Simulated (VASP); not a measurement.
Data:

```xyz
6
Lattice="4.8535 0.0000 0.0000 0.0000 4.8535 0.0000 0.0000 0.0000 3.2436" Properties=species:S:1:pos:R:3 pbc="T T T"
Zr     0.0000     0.0000     0.0000
Zr     2.4267     2.4267     1.6218
O      3.3696     1.4839     0.0000
O      1.4839     3.3696     0.0000
O      0.9429     0.9429     1.6218
O      3.9106     3.9106     1.6218
```

All values below come from PBEsol GGA with spin-orbit coupling, VASP's PBE PAW potentials (set 64) (plane waves; VASP). Run with 520 eV cut-off, 4×4×6 Γ-centred mesh, Gaussian smearing of 0.050 eV, potentials Zr_sv O.

### Question
Predict the energy per atom (σ→0), band gap (over mesh and band path) with the smallest direct gap where there is one.

### Answer

```yaml
band gap (over mesh and band path): 3.56 eV
smallest direct gap (over mesh and band path): 3.59 eV
energy per atom (σ→0): -9.968 eV/atom
```

Total energies compare only between runs with the same potentials, cut-off and functional.

The structure comes from a computed database's ZrO2 entry (P4_2/mnm); how it stands against other phases isn't given here. It was relaxed first.
